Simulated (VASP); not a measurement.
# TiAl3 (space group Pm-3m): computed properties

Level of theory: r2SCAN meta-GGA, VASP's PBE PAW potentials (set 64) (plane waves; VASP).

* **space group**: Pm-3m (221)
* **cell**: a = 3.9527 Å, b = 3.9527 Å, c = 3.9527 Å, α = 90.00°, β = 90.00°, γ = 90.00°
* **volume per atom**: 15.44 Å³/atom
* **band gap (over mesh and band path)**: none (metal, semimetal or under 0.01 eV)
* **band gap with spin-orbit coupling**: none (metallic)
* **density**: 3.46 g/cm³

```yaml
crystal:
  lattice:
    - [3.95274, 0.00000, 0.00000]
    - [0.00000, 3.95274, 0.00000]
    - [0.00000, 0.00000, 3.95274]
  atoms:
    - { symbol: Ti, position: [0.00000, 0.00000, 0.00000] }
    - { symbol: Al, position: [0.50000, 0.50000, 0.00000] }
    - { symbol: Al, position: [0.00000, 0.50000, 0.50000] }
    - { symbol: Al, position: [0.50000, 0.00000, 0.50000] }
```

The structure comes from a computed database's TiAl3 entry (Pm-3m); how it stands against other phases isn't given here. It was relaxed first. Symmetry was kept, so distortions that lower it aren't found. The electron count is odd and the run is not spin-polarised, which forces a metal.
